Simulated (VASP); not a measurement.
Input:

```xyz
1
Lattice="-1.7982 1.7982 1.7982 1.7982 -1.7982 1.7982 1.7982 1.7982 -1.7982" Properties=species:S:1:pos:R:3 pbc="T T T"
Mg     0.0000     0.0000     0.0000
```

Computed with r2SCAN meta-GGA, VASP's PBE PAW potentials (set 64) (plane waves; VASP). Numerical set-up: 400 eV cut-off, 13×13×13 Γ-centred mesh, first-order Methfessel-Paxton smearing of 0.10 eV, potentials Mg.

Energy and stress use the plane-wave basis of the starting cell.

Problem. The ions, cell shape and volume are relaxed. Which structure does the run end with?

Solution. 
```xyz
1
Lattice="-1.7753 1.7753 1.7753 1.7753 -1.7753 1.7753 1.7753 1.7753 -1.7753" Properties=species:S:1:pos:R:3 pbc="T T T"
Mg     0.0000     0.0000     0.0000
```
Space group Im-3m (229), at a tolerance of 0.03 Å.

Problem. How do energy and volume change from the first to the last step?

Solution. The energy (σ→0) changes by -3.8 meV/atom and the volume by -3.8 %, in 3 ionic steps.

The structure was generated: Mg was put into the bcc type (Im-3m), which need not be its known phase. This run relaxes it. Symmetry was kept, so distortions that lower it aren't found.
